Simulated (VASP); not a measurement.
Input:

```xyz
2
Lattice="1.4113 -2.5559 0.0000 1.4113 2.5559 0.0000 0.0000 0.0000 4.8932" Properties=species:S:1:pos:R:3 pbc="T T T"
Au     1.4113    -0.8451     1.2233
Au     1.4113     0.8451     3.6699
```

All values below come from LDA (Ceperley-Alder, Perdew-Zunger), VASP's LDA PAW potentials (set 64) (plane waves; VASP 6.6.1). Numerical set-up: 400 eV cut-off, 13×13×7 Γ-centred mesh, first-order Methfessel-Paxton smearing of 0.10 eV, potentials Au.

Energy and stress use the plane-wave basis of the starting cell.

### Question
The ions, cell shape and volume are relaxed. What does this cell relax into?

### Answer

```xyz
2
Lattice="1.4227 -2.4678 0.0000 1.4227 2.4678 0.0000 0.0000 0.0000 4.7343" Properties=species:S:1:pos:R:3 pbc="T T T"
Au     1.4227    -0.8153     1.1836
Au     1.4227     0.8153     3.5507
```
Space group P6_3/mmc (194), at a tolerance of 0.03 Å.

### Question
How do energy and volume change from the first to the last step?

### Answer
The energy (σ→0) changes by -39.4 meV/atom and the volume by -5.8 %, in 12 ionic steps.

```csv
step,E(σ→0) (eV),max force (eV/Å),pressure (GPa),volume (Å³)
1,-8.8169,0.011,-9.37,35.30
2,-8.6889,0.021,23.88,30.28
3,-8.8842,0.015,0.07,33.29
4,-8.8842,0.015,0.28,33.24
5,-8.8842,0.015,0.52,33.20
6,-8.8935,0.003,0.57,33.16
7,-8.8951,0.017,0.79,33.11
8,-8.8954,0.010,0.71,33.12
9,-8.8947,0.009,-1.31,33.47
10,-8.8957,0.009,-0.01,33.24
11,-8.8957,0.009,-0.03,33.24
12,-8.8957,0.009,-0.02,33.24
```

The structure comes from a computed database's Au entry (Cmcm); how it stands against other phases isn't given here. This run relaxes it. It ends in space group P6_3/mmc. Symmetry was kept, so distortions that lower it aren't found.
